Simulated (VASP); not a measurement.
Given:

```
CELL_PARAMETERS angstrom
      2.89000     0.00000     0.00000
      0.00000     2.89000     0.00000
      0.00000     0.00000     2.89000
ATOMIC_POSITIONS crystal
  Al 0.50000 0.50000 0.50000
  Ni 0.00000 0.00000 0.00000
```

All values below come from PBE GGA with D4 dispersion, VASP's PBE PAW potentials (set 64) (plane waves; VASP). Run with 520 eV cut-off, 11×11×11 Γ-centred mesh, first-order Methfessel-Paxton smearing of 0.10 eV, potentials Al Ni.

Energy and stress use the plane-wave basis of the starting cell.

Task: The ions, cell shape and volume are relaxed. Give the cell that the relaxation ends in.

Result: 
```
CELL_PARAMETERS angstrom
      2.86223     0.00000     0.00000
      0.00000     2.86223     0.00000
      0.00000     0.00000     2.86223
ATOMIC_POSITIONS crystal
  Al 0.50000 0.50000 0.50000
  Ni 0.00000 0.00000 0.00000
```
Space group Pm-3m (221), at a tolerance of 0.03 Å.

Task: How do energy and volume change from the first to the last step?

Result: The energy (σ→0) changes by -5.1 meV/atom and the volume by -2.9 %, in 3 ionic steps.

The compound is NiAl in the CsCl type structure. This run relaxes it. Symmetry was kept, so distortions that lower it aren't found. The run is not spin-polarised, so no magnetic state was tried. The electron count is odd and the run is not spin-polarised, which forces a metal.
